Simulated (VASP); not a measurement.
Set up this calculation in VASP 6.6.1, as the native input.

| Item | Value |
| --- | --- |
| Task | single point |
| Functional | PBEsol |
| Potentials or basis | VASP PAW PBE potentials, release 64 (Ge_d, N, C) |
| Cutoff | 520 eV |
| k mesh | 9 × 9 × 9 |
| Occupations | fermi-dirac, width 0.05 eV |
| Spin | no spin polarisation |
| Ladder | free |
| Further INCAR settings | ALGO = Normal; EDIFF = 1e-07; NBANDS = 22 |

The structure of GeCN2 lies in POSCAR:

```
GeCN2
1.0
    1.7937903697      1.0356453528      4.9219572124
   -1.7937903697      1.0356453528      4.9219572124
    0.0000000000     -2.0712907056      4.9219572124
Ge N C
1 2 1
Direct
    0.0000000000      0.0000000000      0.0000000000
    0.5839044000      0.5839044000      0.5839044000
    0.4160956000      0.4160956000      0.4160956000
    0.5000000000      0.5000000000      0.5000000000
```

The cell comes from a database or a generator and needn't be the stable form of this composition.

These files were run (other wordings do the same):

INCAR

```
  ALGO = Normal
  EDIFF = 1E-7
  ENCUT = 520
  GGA = PS
  ISIF = 2
  ISMEAR = -1
  LASPH = True
  LCHARG = True
  LELF = True
  LREAL = False
  LVHAR = True
  LWAVE = False
  NBANDS = 22
  NELM = 60
  PREC = Accurate
  SIGMA = 0.05
```

KPOINTS

```
k-points
0
Gamma
  9 9 9
```

Potentials or basis: VASP PAW PBE potentials, release 64 (Ge_d, N, C).

Command:

```sh
$ cat potpaw_PBE.64/Ge_d/POTCAR potpaw_PBE.64/N/POTCAR potpaw_PBE.64/C/POTCAR > POTCAR
$ mpirun -np 1 vasp_std > vasp.out
```

It gave:

```json
{"Pressure": "-3.1 GPa", "Largest force": "0.190 eV/Å", "Band gap on the k mesh": "1.00 eV, indirect (least direct gap 1.82 eV)"}
```

Caveat: the standard files for N, O and F lose accuracy on very short bonds; the PAW data sets were made with another functional, which shifts forces and pressure a little; an odd mesh through Γ misses points on the zone boundary, where band edges often lie.

It took 93 s on 1 thread of Intel(R) Xeon(R) 6975P-C (Granite Rapids), with other jobs on the host, peak memory 0.3 GiB.
